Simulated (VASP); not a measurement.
This VASP 6.6.1 run on RbYMg6 needs a look.

File INCAR:

```
SYSTEM = RbYMg6
PREC = Accurate
ENCUT = 500
EDIFF = 1E-6
ISMEAR = 1
SIGMA = 0.2
LREAL = .FALSE.
LASPH = .TRUE.
NELM = 59
ALGO = Normal
ISIF = 2
LWAVE = .FALSE.
LCHARG = .FALSE.
LMAXMIX = 4
GGA = RE
IVDW = 12
NBANDS = 25
```

File KPOINTS:

```
regular mesh
0
G
  2 2 2
  0 0 0
```

Contents of POSCAR:

```
RbYMg6
1.0
   10.2752300000      0.1234100000      0.1782600000
    0.2711900000      6.6508300000     11.0557100000
    0.1120500000     -6.7973400000     11.1435800000
Y Rb Mg
1 1 6
Direct
    0.5000000000      0.3493590000      0.3493590000
    0.0000000000      0.1483530000      0.1483530000
    0.0000000000      0.6653070000      0.6653070000
    0.0000000000      0.1752200000      0.6457080000
    0.0000000000      0.6457080000      0.1752200000
    0.5000000000      0.8423840000      0.8423840000
    0.5000000000      0.3526540000      0.8210160000
    0.5000000000      0.8210160000      0.3526540000
```

KPOINTS_OPT

```
path XGY,LGZ,NGM,RG
20
line-mode
reciprocal
 0.5000000000  0.0000000000  0.0000000000  X
 0.0000000000  0.0000000000  0.0000000000  G

 0.0000000000  0.0000000000  0.0000000000  G
 0.0000000000  0.0000000000 -0.5000000000  Y

 0.5000000000  0.0000000000 -0.5000000000  L
 0.0000000000  0.0000000000  0.0000000000  G

 0.0000000000  0.0000000000  0.0000000000  G
 0.0000000000  0.5000000000  0.5000000000  Z

 0.5000000000  0.5000000000  0.5000000000  N
 0.0000000000  0.0000000000  0.0000000000  G

 0.0000000000  0.0000000000  0.0000000000  G
 0.0000000000  0.5000000000  0.0000000000  M

 0.5000000000  0.5000000000  0.0000000000  R
 0.0000000000  0.0000000000  0.0000000000  G
```

Potentials or basis: VASP PAW PBE potentials, release 54 (Y_sv, Rb_pv, Mg).

Command:

```console
$ cat potpaw_PBE.54/Y_sv/POTCAR potpaw_PBE.54/Rb_pv/POTCAR potpaw_PBE.54/Mg/POTCAR > POTCAR
$ mpirun -np 1 vasp_std > vasp.out
```

OUTCAR:

```text
SYSTEM = RbYMg6
   PREC = Accurate
   ENCUT = 500
   EDIFF = 1E-6
   ISMEAR = 1
   LREAL = .FALSE.
   LASPH = .TRUE.
   NELM = 59
   ISIF = 2
   GGA = RE
   IVDW = 12
 IVDW          = 12

 ion  position               nearest neighbor table
   1  0.500  0.349  0.349-
   2  0.000  0.148  0.148-
   3  0.000  0.665  0.665-
   4  0.000  0.175  0.646-
   5  0.000  0.646  0.175-
   6  0.500  0.842  0.842-
[... 198 lines left out ...]
  Total      -0.39698     0.48310    -0.07731     0.07004    -0.01364     0.16121
  in kB      -0.41489     0.50489    -0.08079     0.07320    -0.01426     0.16848
  external pressure =        0.00 kB  Pullay stress =        0.00 kB

 VOLUME and BASIS-vectors are now :
 -----------------------------------------------------------------------------
  energy-cutoff  :      500.00
  volume of cell :     1533.04
      direct lattice vectors                 reciprocal lattice vectors
    10.275230000  0.123410000  0.178260000     0.097364687 -0.001163206 -0.001688543
     0.271190000  6.650830000 11.055710000    -0.001687452  0.074677272  0.045568469
     0.112050000 -6.797340000 11.143580000     0.000116637 -0.074069815  0.044555629

 POSITION                                       TOTAL-FORCE (eV/Angst)
 -----------------------------------------------------------------------------------
      5.27150      0.01052      7.84465        -0.000439      0.003054     -0.010948
      0.05685     -0.02174      3.29333        -0.010687     -0.003339      0.086042
      0.25497     -0.09747     14.76934         0.002581     -0.000514     -0.016051
      0.11987     -3.22374      9.13268        -0.001471      0.043107     -0.014218
      0.19474      3.10346      9.09134         0.009771     -0.044435     -0.013060
      5.46045     -0.06171     18.78946         0.001361      0.000845     -0.003461
      5.32525     -3.17358     13.13703         0.003040     -0.019683     -0.012824
      5.39978      3.12503     13.09587        -0.004155      0.020966     -0.015478
 -----------------------------------------------------------------------------------
    total drift:                               -0.012029     -0.000649      0.042464

  FREE ENERGIE OF THE ION-ELECTRON SYSTEM (eV)
  ---------------------------------------------------
  free  energy   TOTEN  =        -3.7528408161 eV

  energy  without entropy=       -3.6593687339  energy(sigma->0) =       -3.72168346
```

On the terminal:

```text
POSCAR found type information on POSCAR Y RbMg
 POSCAR found :  3 types and       8 ions
[... 36 lines left out ...]
 Start KPOINTS_OPT (optional k-point list driver)
k-point batch [1-8\140]
```

Question: Diagnose the run.

Answer: The run was cut off at its time limit. The input holds a flaw that was put in on purpose: cell typed in bohr.
